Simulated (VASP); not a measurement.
These are PBE GGA, VASP's PBE PAW potentials (set 64) (plane waves; VASP 6.6.1) values and carry that method's errors.

The input files of a VASP run:

POSCAR:
```
FePt
1
    2.6556720000     0.0000000000     0.0000000000
    0.0000000000     2.7381800000     0.0000000000
    0.0000000000     0.0000000000     3.6336920000
Fe Pt
1 1
Direct
  0.0000000000   0.0000000000   0.0000000000
  0.5148810000   0.5000000000   0.5000000000
```

INCAR:
```
SYSTEM = FePt
PREC = Accurate
ENCUT = 400
EDIFF = 1E-6
NELM = 100
ALGO = Normal
LREAL = .FALSE.
LASPH = .TRUE.
ISMEAR = 1
SIGMA = 0.1
GGA = PE
LMAXMIX = 6
ISPIN = 2
MAGMOM = 3.0 0.0
LORBIT = 10
LWAVE = .FALSE.
LCHARG = .FALSE.
ISIF = 2
```

File KPOINTS:
```
Automatic mesh
0
Gamma
10 10 8
0 0 0
```

POTCAR, in this order: Fe Pt (PBE.64 set). Program: vasp_std.

What VASP printed:

File OSZICAR:
```
       N       E                     dE             d eps       ncg     rms          rms(c)
DAV:   1     0.773651578416E+02    0.77365E+02   -0.75064E+03 11439   0.109E+03
DAV:   2    -0.135977664859E+02   -0.90963E+02   -0.81443E+02 11101   0.231E+02
DAV:   3    -0.160561898520E+02   -0.24584E+01   -0.23917E+01 13566   0.461E+01
DAV:   4    -0.160818016692E+02   -0.25612E-01   -0.25603E-01 12507   0.408E+00
DAV:   5    -0.160825361416E+02   -0.73447E-03   -0.73446E-03 14510   0.778E-01    0.178E+01
DAV:   6    -0.167776436847E+02   -0.69511E+00   -0.11826E+01 11723   0.787E+01    0.211E+01
DAV:   7    -0.148831530987E+02    0.18945E+01   -0.81457E+00 13723   0.770E+01    0.933E+00
DAV:   8    -0.148122318565E+02    0.70921E-01   -0.44601E-01 13012   0.109E+01    0.437E+00
DAV:   9    -0.147328928777E+02    0.79339E-01   -0.12887E-01 15581   0.785E+00    0.203E+00
DAV:  10    -0.147204895299E+02    0.12403E-01   -0.40888E-02 16418   0.398E+00    0.683E-01
DAV:  11    -0.147199529147E+02    0.53662E-03   -0.34036E-03 15490   0.100E+00    0.265E-01
DAV:  12    -0.147198993589E+02    0.53556E-04   -0.22353E-04 14549   0.197E-01    0.921E-02
DAV:  13    -0.147199012510E+02   -0.18921E-05   -0.42254E-05 13876   0.869E-02    0.412E-02
DAV:  14    -0.147198987891E+02    0.24619E-05   -0.10699E-05 14137   0.714E-02    0.121E-02
DAV:  15    -0.147198989813E+02   -0.19223E-06   -0.18381E-06  8483   0.275E-02
   1 F= -.14719899E+02 E0= -.14719849E+02  d E =-.148499E-03  mag=     3.2705
```

### OUTCAR
```
------------------------ aborting loop because EDIFF is reached ----------------------------------------
  FORCE on cell =-STRESS in cart. coord.  units (eV):
  Direction    XX          YY          ZZ          XY          YZ          ZX
  --------------------------------------------------------------------------------------
  Total        3.0606004      1.2625671      2.6003391      0.0000000      0.0000000      0.0000000
  in kB      185.5806441     76.5562256    157.6725288      0.0000000      0.0000000      0.0000000
  external PRESSURE =     139.9364662 kB  Pullay stress =       0.0000000 kB
  volume of cell :       26.42
      direct lattice vectors                 reciprocal lattice vectors
     2.655672000  0.000000000  0.000000000     0.376552526  0.000000000  0.000000000
     0.000000000  2.738180000  0.000000000     0.000000000  0.365206086  0.000000000
     0.000000000  0.000000000  3.633692000     0.000000000  0.000000000  0.275202191
 POSITION                                       TOTAL-FORCE (eV/Angst)
 -----------------------------------------------------------------------------------
      0.00000      0.00000      0.00000         0.210375      0.000000      0.000000
      1.36736      1.36909      1.81685        -0.210375      0.000000      0.000000
 -----------------------------------------------------------------------------------
    total drift:                                0.000010      0.000000      0.000000
  FREE ENERGIE OF THE ION-ELECTRON SYSTEM (eV)
  ---------------------------------------------------
  free  energy   TOTEN  =       -14.7198989813 eV

  energy  without entropy=      -14.7197504820  energy(sigma->0) =      -14.71984948

 total charge

# of ion       s       p       d       tot
------------------------------------------
    1        0.429   0.493   6.160   7.082
    2        0.738   0.720   8.084   9.542
--------------------------------------------------
tot          1.166   1.214  14.244  16.624

 magnetization (x)

# of ion       s       p       d       tot
------------------------------------------
    1        0.006  -0.003   2.877   2.879
    2       -0.025  -0.063   0.442   0.354
--------------------------------------------------
tot         -0.020  -0.066   3.319   3.233
```
(Selected blocks of OUTCAR.)

The compound is FePt in the L1_0 structure. The cell was not relaxed at this level, atoms are displaced from their ideal sites. The run is one of a series of settings (KPOINTS 10×10×8 Γ-centred mesh against the base run), some of them coarse on purpose.
